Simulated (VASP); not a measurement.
An input for Quantum ESPRESSO's pw.x (written as the equivalent of a VASP run, and not itself run):

```
&CONTROL
  calculation = 'scf'
  pseudo_dir = './pseudo'
  outdir = './out'
  tprnfor = .true.
  tstress = .true.
/
&SYSTEM
  ibrav = 0
  nat = 2
  ntyp = 2
  ecutwfc = 88
  occupations = 'tetrahedra'
  input_dft = 'vdw-df2'
/
&ELECTRONS
  conv_thr = 7.3e-09
  electron_maxstep = 100
/
ATOMIC_SPECIES
  Be 9.012 Be.upf
  Se 78.971 Se.upf
CELL_PARAMETERS angstrom
     0.0000000    2.6343956    2.6343956
     2.6343956    0.0000000    2.6343956
     2.6343956    2.6343956    0.0000000
ATOMIC_POSITIONS crystal
  Be   0.0000000  0.0000000  0.0000000
  Se   0.2500000  0.2500000  0.2500000
K_POINTS automatic
  10 10 10 0 0 0
```

**Question.** Write the VASP files for the same calculation (vdW-DF2).

**Answer.** Several could match; the one computed here: 
### POSCAR
```
BeSe
1
    0.0000000000     2.6343956044     2.6343956044
    2.6343956044     0.0000000000     2.6343956044
    2.6343956044     2.6343956044     0.0000000000
Be Se
1 1
Direct
  0.0000000000   0.0000000000   0.0000000000
  0.2500000000   0.2500000000   0.2500000000
```

**INCAR**
```
SYSTEM = BeSe
PREC = Accurate
ENCUT = 520
EDIFF = 1E-7
NELM = 100
ALGO = Normal
LREAL = .FALSE.
LASPH = .TRUE.
ISMEAR = -5
GGA = ML
ZAB_VDW = -1.8867
LUSE_VDW = .TRUE.
AGGAC = 0.0
LMAXMIX = 4
LWAVE = .FALSE.
LCHARG = .TRUE.
LORBIT = 11
NEDOS = 601
ISIF = 2
```

KPOINTS:
```
K-points
0
G
 10 10 10
0 0 0
```

POTCAR, in this order: Be Se (PBE.64 set). Program: vasp_std.

Limits of the translation: the potentials are each code's own (VASP's PAW set, PseudoDojo norm-conserving files in pw.x), so ENCUT and ecutwfc are chosen apart and not converted; conv_thr bounds pw.x's estimated SCF error, while EDIFF bounds the energy change between steps.

The compound is BeSe in the zinc blende structure. It was relaxed first, which changed the volume by +8 %.
